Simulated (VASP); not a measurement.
# Vibrations of Te at several levels of theory, part 2 of 3

Aim: the vibrations of Te at the zone centre, at several levels of theory. The starting structure is a measured crystal structure from the Crystallography Open Database.

VASP 6.6.1.

## (2) Modes with LDA (continued)

Level of this step: LDA; plane waves and PAW (Te) (VASP).

From OUTCAR (step 2):

```text
ion  position               nearest neighbor table
   1  0.713  0.713  0.000-   2 2.91   3 2.91   2 3.31   3 3.31   3 3.31   2 3.31
   2  0.000  0.287  0.667-   1 2.91   3 2.91   1 3.31   1 3.31   3 3.31   3 3.31
   3  0.287  0.000  0.333-   1 2.91   2 2.91   1 3.31   1 3.31   2 3.31   2 3.31

  LATTYP: Found a hexagonal cell.
 ALAT       =     4.2762251308
 C/A-ratio  =     1.3875669300

 Subroutine GETGRP returns: Found  6 space group operations
 (whereof  2 operations were pure point group operations)

The static configuration has the point symmetry C_2 .
 The point group associated with its full space group is D_3 .

 Found     50 irreducible k-points:

   k-points           NKPTS =     50   k-points in BZ     NKDIM =     50   number of bands    NBANDS=     15

   dimension x,y,z NGX =    30 NGY =   30 NGZ =   42
   dimension x,y,z NGXF=    60 NGYF=   60 NGZF=   84

   ENCUT  =  450.0 eV  33.07 Ry    5.75 a.u.   7.40  7.40 10.26*2*pi/ulx,y,z

   NELECT =      18.0000    total number of electrons

 k-points in reciprocal lattice and weights: Automatic mesh
   0.00000000  0.00000000  0.00000000       0.003
   0.12500000  0.00000000  0.00000000       0.016
   0.25000000  0.00000000  0.00000000       0.016
   0.37500000  0.00000000  0.00000000       0.016
   0.50000000  0.00000000  0.00000000       0.008
   0.12500000  0.12500000  0.00000000       0.016
   0.25000000  0.12500000  0.00000000       0.031
   0.37500000  0.12500000  0.00000000       0.031
   0.25000000  0.25000000  0.00000000       0.016
[...]
0.25000000  0.25000000  0.50000000       0.016
   0.37500000  0.25000000  0.50000000       0.016

 average (electrostatic) potential at core
       1 -88.9444       2 -88.9444       3 -88.9444

  Total        0.0028022      0.0028022      0.0018622      0.0000000      0.0000000      0.0000000
  in kB        0.0477796      0.0477796      0.0317520      0.0000000      0.0000000      0.0000000
  external PRESSURE =       0.0424371 kB  Pullay stress =       0.0000000 kB

  energy-cutoff  :      450.00
  volume of cell :       93.97
      direct lattice vectors                 reciprocal lattice vectors
     4.276225131  0.000000000  0.000000000     0.233851112  0.135014002  0.000000000
    -2.138112565  3.703319596  0.000000000     0.000000000  0.270028004  0.000000000
     0.000000000  0.000000000  5.933548577     0.000000000  0.000000000  0.168533212

 POSITION                                       TOTAL-FORCE (eV/Angst)
 -----------------------------------------------------------------------------------
      1.52372      2.63917      0.00000        -0.000262     -0.000453      0.000000
     -0.61439      1.06415      3.95570        -0.000262      0.000453      0.000000
      1.22878      0.00000      1.97785         0.000523      0.000000     -0.000000
 -----------------------------------------------------------------------------------
    total drift:                               -0.000000     -0.000000      0.000000

 MACROSCOPIC STATIC DIELECTRIC TENSOR (including local field effects in DFT)
 ------------------------------------------------------
          75.045125     0.000000     0.000000
           0.000000    75.045125     0.000000
          -0.000000     0.000000   128.983251
 ------------------------------------------------------

 PIEZOELECTRIC TENSOR (including local field effects)  for field in x, y, z        (C/m^2)
          XX          YY          ZZ          XY          YZ          ZX
  --------------------------------------------------------------------------------
  x    -0.54584     0.54584     0.00000     0.00000     0.23710     0.00000
  y     0.00000    -0.00000    -0.00000     0.54584     0.00000    -0.23710
  z     0.00000     0.00000     0.00000    -0.00000     0.00000    -0.00000

 BORN EFFECTIVE CHARGES (including local field effects) (in |e|, cummulative output)
 ---------------------------------------------------------------------------------
 ion    1
    1    -1.96473     3.40301     3.98710
    2     3.40301     1.96473    -2.30195
    3     4.65888    -2.68981    -0.00000
 ion    2
    1    -1.96473    -3.40301    -3.98710
    2    -3.40301     1.96473    -2.30195
    3    -4.65888    -2.68981    -0.00000
 ion    3
    1     3.92946    -0.00000     0.00000
    2    -0.00000    -3.92946     4.60391
    3     0.00000     5.37961    -0.00000

 Eigenvectors and eigenvalues of the dynamical matrix
 ----------------------------------------------------

   1 f  =    3.794128 THz    23.839210 2PiTHz  126.558490 cm-1    15.691246 meV
             X         Y         Z           dx          dy          dz
      1.523724  2.639168  0.000000    -0.042150    0.091378   -0.655669
     -0.614388  1.064152  3.955699    -0.058432   -0.082022    0.730832
      1.228776  0.000000  1.977850     0.099878   -0.009422   -0.075163

   2 f  =    3.794128 THz    23.839210 2PiTHz  126.558490 cm-1    15.691246 meV
             X         Y         Z           dx          dy          dz
      1.523724  2.639168  0.000000    -0.091422   -0.041681   -0.465342
     -0.614388  1.064152  3.955699     0.081978   -0.057962   -0.335155
      1.228776  0.000000  1.977850     0.009378    0.100347    0.800497

   3 f  =    2.889835 THz    18.157368 2PiTHz   96.394517 cm-1    11.951392 meV
             X         Y         Z           dx          dy          dz
      1.523724  2.639168  0.000000    -0.288675   -0.500000    0.000000
     -0.614388  1.064152  3.955699    -0.288675    0.500000   -0.000000
      1.228776  0.000000  1.977850     0.577350    0.000000   -0.000000

   4 f  =    2.671688 THz    16.786709 2PiTHz   89.117909 cm-1    11.049208 meV
             X         Y         Z           dx          dy          dz
      1.523724  2.639168  0.000000    -0.500000    0.288675   -0.000032
     -0.614388  1.064152  3.955699     0.500000    0.288675   -0.000032
      1.228776  0.000000  1.977850    -0.000000   -0.577350   -0.000032

   5 f  =    2.428636 THz    15.259567 2PiTHz   81.010563 cm-1    10.044025 meV
             X         Y         Z           dx          dy          dz
      1.523724  2.639168  0.000000    -0.501123   -0.268836    0.074975
     -0.614388  1.064152  3.955699     0.483097   -0.300095    0.067156
      1.228776  0.000000  1.977850     0.018059    0.567895   -0.142131

   6 f  =    2.428636 THz    15.259567 2PiTHz   81.010563 cm-1    10.044025 meV
             X         Y         Z           dx          dy          dz
      1.523724  2.639168  0.000000    -0.268145    0.501145    0.120832
     -0.614388  1.064152  3.955699    -0.299404   -0.483075   -0.125347
      1.228776  0.000000  1.977850     0.568585   -0.018037    0.004514

   7 f/i=    0.000146 THz     0.000917 2PiTHz    0.004870 cm-1     0.000604 meV
             X         Y         Z           dx          dy          dz
      1.523724  2.639168  0.000000     0.000027   -0.000016   -0.577350
     -0.614388  1.064152  3.955699    -0.000027   -0.000016   -0.577350
      1.228776  0.000000  1.977850    -0.000000    0.000032   -0.577350

   8 f/i=    0.002124 THz     0.013346 2PiTHz    0.070854 cm-1     0.008785 meV
             X         Y         Z           dx          dy          dz
      1.523724  2.639168  0.000000    -0.571680    0.082251    0.000384
     -0.614388  1.064152  3.955699    -0.571606    0.081738   -0.000325
      1.228776  0.000000  1.977850    -0.571199    0.082058   -0.000059

   9 f/i=    0.002124 THz     0.013346 2PiTHz    0.070854 cm-1     0.008785 meV
             X         Y         Z           dx          dy          dz
      1.523724  2.639168  0.000000     0.081780    0.571310    0.000154
     -0.614388  1.064152  3.955699     0.082293    0.571384    0.000255
      1.228776  0.000000  1.977850     0.081973    0.571791   -0.000409

 MACROSCOPIC STATIC DIELECTRIC TENSOR IONIC CONTRIBUTION
 ------------------------------------------------------
          41.810313     0.000000     0.000000
           0.000000    41.810313    -0.000000
           0.000000    -0.000000    44.864457
 ------------------------------------------------------

 ELASTIC MODULI CONTR FROM IONIC RELAXATION (kBar)
 Direction    XX          YY          ZZ          XY          YZ          ZX
 --------------------------------------------------------------------------------
 XX        -183.5065    -58.0340   -155.3898     -0.0000    -92.7914     -0.0000
 YY         -58.0340   -183.5065   -155.3898     -0.0000     92.7914      0.0000
 ZZ        -155.3898   -155.3898   -199.9333     -0.0000     -0.0000     -0.0000
 XY          -0.0000     -0.0000     -0.0000    -62.9649      0.0000    -91.2625
 YZ         -92.7914     92.7914     -0.0000      0.0000   -150.0200     -0.0000
 ZX          -0.0000      0.0000     -0.0000    -91.2625     -0.0000   -145.0632
 --------------------------------------------------------------------------------

 PIEZOELECTRIC TENSOR IONIC CONTR  for field in x, y, z        (C/m^2)
          XX          YY          ZZ          XY          YZ          ZX
  --------------------------------------------------------------------------------
  x    -0.91809     0.91809    -0.00000     0.00000    -0.80903    -0.00000
  y     0.00000    -0.00000     0.00000     0.91809     0.00000     0.79687
  z    -0.00000    -0.00000    -0.00000     0.09530     0.00000     0.00000
```

Energies printed during the response cycles are not total energies of the cell.

LDA: the zone-centre modes are E (2) 126.6, A1 96.4, A2 89.1, E (1) 81.0 cm⁻¹.

## (3) Modes with LDA at the measured cell

The atoms were first relaxed in the fixed cell, in a run that isn't shown.

File INCAR:

```
SYSTEM = Te
PREC = Accurate
ENCUT = 450
EDIFF = 1E-08
NELM = 100
ISMEAR = 0
SIGMA = 0.03
LREAL = .FALSE.
ALGO = Normal
GGA = CA
NBANDS = 15
LORBIT = 11
LWAVE = .FALSE.
LCHARG = .FALSE.
KPAR = 4
IBRION = 8
LEPSILON = .TRUE.
LPEAD = .TRUE.
ISIF = 2
```

File POSCAR:

```
Te
1.0
    4.4572000000      0.0000000000      0.0000000000
   -2.2286000000      3.8600484297      0.0000000000
    0.0000000000      0.0000000000      5.9290000000
Te
3
Direct
    0.7279789033      0.7279789033      0.0000000000
    0.0000000000      0.2720210967      0.6666666667
    0.2720210967      0.0000000000      0.3333333333
```

File KPOINTS:

```
Automatic mesh
0
Gamma
8 8 6
0 0 0
```

The projector-augmented-wave data sets are Te (LDA family, release 64).

Run with:

```console
$ mpirun -np 4 vasp_std
```

The log of the run:

```text
[... set-up lines as in an earlier step ...]
 entering main loop
       N       E                     dE             d eps       ncg     rms          rms(c)
DAV:   1     0.691318755117E+02    0.69132E+02   -0.59054E+03  1500   0.849E+02
DAV:   2    -0.658611792467E+01   -0.75718E+02   -0.72178E+02  1984   0.136E+02
DAV:   3    -0.113067216448E+02   -0.47206E+01   -0.46949E+01  1731   0.386E+01
DAV:   4    -0.113961281173E+02   -0.89406E-01   -0.89391E-01  2323   0.628E+00
[...]
DAV:  11    -0.113478568607E+02    0.14435E-06   -0.29517E-06  2165   0.107E-02    0.353E-03
DAV:  12    -0.113478568130E+02    0.47713E-07   -0.33743E-07  1857   0.340E-03    0.135E-03
DAV:  13    -0.113478568188E+02   -0.58617E-08   -0.25820E-08  1927   0.101E-03
   1 F= -.11347857E+02 E0= -.11347857E+02  d E =-.999604E-16
 Linear response reoptimize wavefunctions to high precision
DAV:   1    -0.113478568184E+02    0.43440E-09   -0.40125E-09  1905   0.427E-04
DAV:   2    -0.113478568185E+02   -0.73783E-10   -0.43366E-10  1135   0.145E-04
 Linear response to external field (no local field effect), progress :
[...]
RMM:  11    -0.472537029394E-01   -0.68410E-08   -0.53492E-09 10505   0.168E-05    0.103E-05
 first order change of Fermi-energy   0.15898E+00
 force on displaced ion       1 direction 1 :  -2.443  -0.253  -0.549
 Born effective charge ion    1 direction 1 :  -1.437   2.393   2.820
 Linear response progress:
  Degree of freedom:   2/  2
       N       E                     dE             d eps       ncg     rms          rms(c)
RMM:   1    -0.579613097550E-01   -0.57961E-01    0.41030E-02 14143   0.107E+00
RMM:   2    -0.550634417477E-01    0.28979E-02   -0.29414E-03  9276   0.303E-01    0.210E-01
RMM:   3    -0.548568746948E-01    0.20657E-03   -0.37442E-04  9751   0.876E-02    0.139E-01
RMM:   4    -0.548071473511E-01    0.49727E-04   -0.16741E-05  9946   0.243E-02    0.684E-02
[...]
RMM:   9    -0.547893540960E-01   -0.13278E-06   -0.46591E-08 10461   0.996E-05    0.469E-05
RMM:  10    -0.547893948256E-01   -0.40730E-07   -0.42092E-08 10636   0.410E-05    0.104E-05
RMM:  11    -0.547893967202E-01   -0.18946E-08    0.96966E-09 10804   0.207E-05    0.248E-06
 first order change of Fermi-energy  -0.27272E-04
 force on displaced ion       1 direction 3 :  -0.548   0.320  -4.819
 Born effective charge ion    1 direction 3 :   2.282  -1.279  -0.005
 Born effective charges drift removed
 Linear response finished
```

Wall time 6.9 min (4 MPI ranks of AMD EPYC 7R43, shared host); peak memory 2.6 GiB.

Parts of OUTCAR (step 3):

```text
  Total       -1.4415837     -1.4415837     -1.4382350      0.0000000     -0.0000000     -0.0000000
  in kB      -22.6419659    -22.6419659    -22.5893700      0.0000000     -0.0000000     -0.0000000
  external PRESSURE =     -22.6244339 kB  Pullay stress =       0.0000000 kB

 POSITION                                       TOTAL-FORCE (eV/Angst)
 -----------------------------------------------------------------------------------
      1.62237      2.81003      0.00000        -0.000448     -0.000776     -0.000000
     -0.60623      1.05001      3.95267        -0.000448      0.000776     -0.000000
      1.21245      0.00000      1.97633         0.000896     -0.000000      0.000000
 -----------------------------------------------------------------------------------
    total drift:                                0.000000     -0.000000      0.000000

 MACROSCOPIC STATIC DIELECTRIC TENSOR (including local field effects in DFT)
 ------------------------------------------------------
          38.902463    -0.000000    -0.000000
           0.000000    38.902463     0.000000
           0.000000    -0.000000    62.021329
 ------------------------------------------------------

 MACROSCOPIC STATIC DIELECTRIC TENSOR IONIC CONTRIBUTION
 ------------------------------------------------------
          18.822811     0.000000    -0.000000
           0.000000    18.822811     0.000000
           0.000000     0.000000    16.786514
 ------------------------------------------------------

[... 1 part as in an earlier step ...]

[... 1 further part left out ...]
```

With LDA at the measured cell the modes are E (2) 127.8, A1 104.5, A2 84.7, E (1) 81.1 cm⁻¹; the largest shift is +8.1 cm⁻¹, in A1, from LDA.

## (4) Modes with PBEsol

PBEsol restores the gradient expansion of exchange and is tuned for the cells of solids. The cell comes from a relaxation at this level, not shown (96.05 Å³).

INCAR: that of step 3 with these lines changed.

```diff
@@ -9,3 +9,3 @@
 ALGO = Normal
-GGA = CA
+GGA = PS
 NBANDS = 15
```

File POSCAR:

```
Te
1.0
    4.3139037255      0.0000000000      0.0000000000
   -2.1569518628      3.7359502157      0.0000000000
    0.0000000000      0.0000000000      5.9595032787
Te
3
Direct
    0.7148897325      0.7148897325      0.0000000000
    0.0000000000      0.2851102675      0.6666666667
    0.2851102675      0.0000000000      0.3333333333
```

KPOINTS is that of step 3.

PAW data sets: Te (PBE family, release 64).

Run with:

```console
$ mpirun -np 4 vasp_std
```

The log of the run:

```text
[banner, memory and clock lines left out]
running    4 mpi-ranks, on    1 nodes
[...]
|                                                                             |
|               ----> ADVICE to this user running VASP <----                  |
|                                                                             |
|     You enforced a specific xc type in the INCAR file but a different       |
|     [... a line on the potential file left out ...]
|     I HOPE YOU KNOW WHAT YOU ARE DOING!                                     |
|                                                                             |

 LDA part: xc-table for (Slater+PW92), standard interpolation
 POSCAR, INCAR and KPOINTS ok, starting setup
[...]
entering main loop
       N       E                     dE             d eps       ncg     rms          rms(c)
DAV:   1     0.673134948825E+02    0.67313E+02   -0.60541E+03  1500   0.861E+02
DAV:   2    -0.625317203351E+01   -0.73567E+02   -0.70084E+02  2022   0.134E+02
[...]
RMM:  12    -0.452277717752E-01   -0.38944E-08    0.87391E-10  9657   0.397E-06    0.211E-06
 first order change of Fermi-energy   0.16687E+00
 force on displaced ion       1 direction 1 :  -2.349  -0.115  -0.362
 Born effective charge ion    1 direction 1 :  -1.940   3.167   4.317
 Linear response progress:
  Degree of freedom:   2/  2
       N       E                     dE             d eps       ncg     rms          rms(c)
RMM:   1    -0.575393663110E-01   -0.57539E-01    0.45236E-02 14214   0.107E+00
RMM:   2    -0.547198753687E-01    0.28195E-02   -0.28723E-03  9299   0.301E-01    0.244E-01
RMM:   3    -0.544667498349E-01    0.25313E-03   -0.49993E-04  9688   0.942E-02    0.171E-01
RMM:   4    -0.544229045377E-01    0.43845E-04   -0.12190E-05  9830   0.236E-02    0.858E-02
[...]
RMM:  10    -0.544110039136E-01   -0.77644E-07   -0.14632E-08 10544   0.383E-05    0.146E-05
RMM:  11    -0.544110154124E-01   -0.11499E-07    0.39115E-09 10510   0.107E-05    0.342E-06
RMM:  12    -0.544110115796E-01    0.38327E-08    0.54887E-09 10103   0.372E-06    0.123E-06
 first order change of Fermi-energy  -0.13927E-04
 force on displaced ion       1 direction 3 :  -0.359   0.210  -4.836
 Born effective charge ion    1 direction 3 :   3.690  -2.014  -0.008
 Born effective charges drift removed
 Linear response finished
```

It took 7 min on 4 MPI ranks; peak memory 2.5 GiB; 28 min of CPU time.

Parts of OUTCAR (step 4):

```text
  Total        0.0021600      0.0021600      0.0042794     -0.0000000      0.0000000     -0.0000000
  in kB        0.0360318      0.0360318      0.0713862     -0.0000000      0.0000000     -0.0000000
  external PRESSURE =       0.0478166 kB  Pullay stress =       0.0000000 kB

 POSITION                                       TOTAL-FORCE (eV/Angst)
 -----------------------------------------------------------------------------------
      1.54198      2.67079      0.00000        -0.000667     -0.001154      0.000000
     -0.61497      1.06516      3.97300        -0.000667      0.001154      0.000000
      1.22994      0.00000      1.98650         0.001333     -0.000000     -0.000000
 -----------------------------------------------------------------------------------
    total drift:                                0.000000     -0.000000     -0.000000

 MACROSCOPIC STATIC DIELECTRIC TENSOR (including local field effects in DFT)
 ------------------------------------------------------
          67.030577    -0.000000    -0.000000
          -0.000000    67.030577     0.000000
           0.000000     0.000000   113.822214
 ------------------------------------------------------

 MACROSCOPIC STATIC DIELECTRIC TENSOR IONIC CONTRIBUTION
 ------------------------------------------------------
          37.898352    -0.000000    -0.000000
          -0.000000    37.898352     0.000000
          -0.000000    -0.000000    38.789897
 ------------------------------------------------------

[... 1 part as in an earlier step ...]

[... 1 further part left out ...]
```

With PBEsol the modes are E (2) 125.9, A1 97.1, A2 88.0, E (1) 80.4 cm⁻¹; the largest shift is -1.1 cm⁻¹, in A2, from LDA.

(Part 2 of 3 ends here.)

[Lines on the potential files, build, host, timing and source positions are cut from VASP's logs without a mark.]

[Logs are printed without paths, hosts, clocks, repeated set-up lines and the standing remarks that a program may print on its own settings, such as how far it seeks lower states.]

[Hosts, paths, dates, database ids (printed as entryN), source tags and the programs' standing remarks are cut or masked in the printed files.]
